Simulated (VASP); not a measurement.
Calculation: PBE GGA, VASP's PBE PAW potentials (set 64) (plane waves; VASP).

A VASP calculation is set up with these files.

File POSCAR:
```
CrB2
3.3890750
  0.0000000000   0.9668558530   1.0000000000
  0.5613705805   0.0000000000   1.0000000000
  0.5613705805   0.9668558530   0.0000000000
B Cr
4 2
Cartesian
  0.5613705805   1.2830177169   1.0000000000
  0.5613705805   0.6506939891   1.0000000000
  0.8420558707   1.1341219156   1.5000000000
  0.8420558707   1.7664456434   1.5000000000
  0.0000000000   0.0000000000   0.0000000000
  0.2806852902   0.4834279265   0.5000000000
```

**INCAR**
```
! general
SYSTEM  = CrB2
PREC    = Accurate
ENCUT   = 400
LREAL   = .False.
LASPH   = .True.

! electronic loop
EDIFF   = 1E-6
NELM    = 100
ALGO    = Normal
LMAXMIX = 4

! smearing
ISMEAR  = 0
SIGMA   = 0.1

! functional
GGA     = PE

! spin
ISPIN   = 2
MAGMOM  = 0.0 0.0 0.0 0.0 3.0 3.0

! ions
ISIF    = 2

! output
LWAVE   = .False.
LCHARG  = .False.
LORBIT  = 11
```

### KPOINTS
```
Automatic mesh
0
Gamma
4 4 4
0 0 0
```

POTCAR, in this order: B Cr_pv (PBE.64 set). Program: vasp_std.

Output of the run:

OUTCAR:
```
 ion  position               nearest neighbor table
   1  0.663  0.337  0.663-   3 2.01   3 2.01   6 2.02   6 2.02   2 2.14   5 2.18   5 2.18   5 2.21
  LATTYP: Found a face centered orthorhombic cell.
 ALAT       =     3.8050540000
 B/A-ratio  =     1.7223130079
 C/A-ratio  =     1.7813544827
 Subroutine PRICEL returns:
 Original cell was already a primitive cell.
 Subroutine GETGRP returns: Found  8 space group operations
The static configuration has the point symmetry D_2 .
 The point group associated with its full space group is D_2h.
The dynamic configuration has the point symmetry D_2 .
The overall configuration has the point symmetry D_2 .
 Subroutine INISYM returns: Found  8 space group operations
 Subroutine IBZKPT returns following result:
 Found     18 irreducible k-points:

 Following reciprocal coordinates:
            Coordinates               Weight
  0.000000  0.000000  0.000000      1.000000
  0.250000  0.000000  0.000000      8.000000
  0.500000  0.000000  0.000000      4.000000
  0.250000  0.250000  0.000000      2.000000
  0.500000  0.250000  0.000000      8.000000
 -0.250000  0.250000 -0.000000      4.000000
  0.500000  0.500000  0.000000      1.000000
  0.250000  0.000000  0.250000      2.000000
  0.500000  0.000000  0.250000      8.000000
 -0.250000  0.000000  0.250000      4.000000
  0.000000  0.250000  0.250000      2.000000
  0.500000  0.250000  0.250000      4.000000
 -0.250000  0.250000  0.250000      8.000000
 -0.250000  0.500000  0.250000      2.000000
  0.500000 -0.250000  0.250000      2.000000
  0.500000  0.000000  0.500000      1.000000
 -0.250000  0.250000  0.500000      2.000000
  0.000000  0.500000  0.500000      1.000000
   k-points           NKPTS =     18   k-points in BZ     NKDIM =     18   number of bands    NBANDS=     25
   number of dos      NEDOS =    301   number of ions     NIONS =      6
   total plane-waves  NPLWV =  25088
...
```

OSZICAR:
```
       N       E                     dE             d eps       ncg     rms          rms(c)
DAV:   1     0.313403913206E+03    0.31340E+03   -0.16358E+04  1848   0.135E+03
DAV:   2    -0.299831827130E+02   -0.34339E+03   -0.33209E+03  1808   0.421E+02
DAV:   3    -0.507459180879E+02   -0.20763E+02   -0.20096E+02  2236   0.105E+02
DAV:   4    -0.511741716677E+02   -0.42825E+00   -0.42666E+00  2208   0.150E+01
DAV:   5    -0.511846177785E+02   -0.10446E-01   -0.10444E-01  2462   0.227E+00    0.461E+01
DAV:   6    -0.515286391696E+02   -0.34402E+00   -0.14050E+02  2210   0.104E+02    0.262E+01
DAV:   7    -0.454054981230E+02    0.61231E+01   -0.81708E+01  2283   0.753E+01    0.102E+01
DAV:   8    -0.449708778404E+02    0.43462E+00   -0.28677E+00  2137   0.133E+01    0.450E+00
DAV:   9    -0.449039172322E+02    0.66961E-01   -0.23305E-01  2353   0.366E+00    0.178E+00
DAV:  10    -0.448871419981E+02    0.16775E-01   -0.62520E-02  2284   0.216E+00    0.716E-01
DAV:  11    -0.448856062240E+02    0.15358E-02   -0.81782E-03  2276   0.822E-01    0.120E-01
DAV:  12    -0.448856255811E+02   -0.19357E-04   -0.45241E-04  2368   0.203E-01    0.697E-02
DAV:  13    -0.448856223421E+02    0.32390E-05   -0.40173E-05  2525   0.569E-02    0.314E-02
DAV:  14    -0.448856229423E+02   -0.60025E-06   -0.49766E-06  2157   0.175E-02
   1 F= -.44885623E+02 E0= -.44880737E+02  d E =-.977125E-02  mag=    -0.0001
```

### OUTCAR
```
------------------------ aborting loop because EDIFF is reached ----------------------------------------
  FORCE on cell =-STRESS in cart. coord.  units (eV):
  Direction    XX          YY          ZZ          XY          YZ          ZX
  --------------------------------------------------------------------------------------
  Total       10.6001032      8.1587160      8.0195469      0.0000000      0.0000000      0.0000000
  in kB      401.9164311    309.3481207    304.0713460      0.0000000      0.0000000      0.0000000
  external PRESSURE =     338.4452993 kB  Pullay stress =       0.0000000 kB
  volume of cell :       42.26
      direct lattice vectors                 reciprocal lattice vectors
     0.000000000  3.276747000  3.389075000    -0.262808360  0.152590359  0.147532881
     1.902527000  0.000000000  3.389075000     0.262808360 -0.152590359  0.147532881
     1.902527000  3.276747000  0.000000000     0.262808360  0.152590359 -0.147532881
 POSITION                                       TOTAL-FORCE (eV/Angst)
 -----------------------------------------------------------------------------------
      1.90253      4.34824      3.38908        -0.000000     -0.625955      0.000000
      1.90253      2.20525      3.38908        -0.000000      0.625955      0.000000
      2.85379      3.84362      5.08361        -0.000000      0.625955     -0.000000
      2.85379      5.98662      5.08361        -0.000000     -0.625955     -0.000000
      0.00000      0.00000      0.00000         0.000000     -0.000000     -0.000000
      0.95126      1.63837      1.69454        -0.000000     -0.000000      0.000000
 -----------------------------------------------------------------------------------
    total drift:                               -0.000000     -0.000000      0.000000
  FREE ENERGIE OF THE ION-ELECTRON SYSTEM (eV)
  ---------------------------------------------------
  free  energy   TOTEN  =       -44.8856229423 eV

  energy  without entropy=      -44.8758516877  energy(sigma->0) =      -44.88073732

 total charge

# of ion       s       p       d       tot
------------------------------------------
    1        0.709   1.167   0.000   1.876
    2        0.709   1.167   0.000   1.876
    3        0.709   1.167   0.000   1.876
    4        0.709   1.167   0.000   1.876
    5        0.436   6.639   4.601  11.676
    6        0.436   6.639   4.601  11.676
--------------------------------------------------
tot          3.709  17.945   9.203  30.857

 magnetization (x)

# of ion       s       p       d       tot
------------------------------------------
    1        0.000   0.000   0.000   0.000
    2        0.000   0.000   0.000   0.000
    3        0.000   0.000   0.000   0.000
    4        0.000   0.000   0.000   0.000
    5       -0.000  -0.000  -0.000  -0.000
    6       -0.000  -0.000  -0.000  -0.000
--------------------------------------------------
tot         -0.000   0.000  -0.000  -0.000
```
(Selected blocks of OUTCAR.)

### OUTCAR
```
 val. band max:       10.3815495217   @ k =   0.5000   0.0000   0.0000

 cond. band min:      10.4864102583   @ k =   0.5000   0.2500   0.2500


 Fermi energy:        10.4392117173

 spin component 1

 k-point     1 :       0.0000    0.0000    0.0000
  band No.  band energies     occupation
      1     -32.1823      1.00000
      2     -32.1297      1.00000
      3     -31.8437      1.00000
      4     -31.7994      1.00000
      5     -31.7826      1.00000
      6     -31.7723      1.00000
      7      -3.3161      1.00000
      8       3.3350      1.00000
      9       4.6697      1.00000
     10       5.5278      1.00000
     11       6.0330      1.00000
     12       7.1312      1.00000
     13       7.7815      1.00000
     14       8.0425      1.00000
     15       8.1694      1.00000
     16       8.2013      1.00000
     17       9.3020      1.00000
     18      10.1598      0.99996
     19      10.1834      0.99985
     20      12.2135      0.00000
     21      15.0957      0.00000
     22      15.1986      0.00000
     23      15.7041      0.00000
     24      15.8799      0.00000
     25      16.5648      0.00000

 k-point     2 :       0.2500    0.0000    0.0000
  band No.  band energies     occupation
      1     -32.1803      1.00000
      2     -32.1148      1.00000
      3     -31.9117      1.00000
      4     -31.7974      1.00000
      5     -31.7660      1.00000
      6     -31.7620      1.00000
      7      -2.3531      1.00000
      8       2.9256      1.00000
      9       3.2129      1.00000
     10       4.9538      1.00000
     11       6.1180      1.00000
     12       7.2826      1.00000
     13       7.6206      1.00000
     14       8.3025      1.00000
     15       8.8465      1.00000
     16       9.1706      1.00000
     17       9.4096      1.00000
     18       9.6551      1.00000
     19      10.2456      0.99691
     20      11.8718      0.00000
     21      13.7944      0.00000
...
```

At this cut-off the stress carries a Pulay error, which pulls relaxed volumes low. The moments were started parallel, and other spin orders were not tried in this run.

The structure was generated: CrB2 was put into an ordered model structure, which need not be its known phase. The cell was not relaxed at this level, and its volume differs by -5.9 % from the start's. The k-mesh is coarse (spacing up to 0.53 per Å, 2π included), so the numbers may not be converged in it.
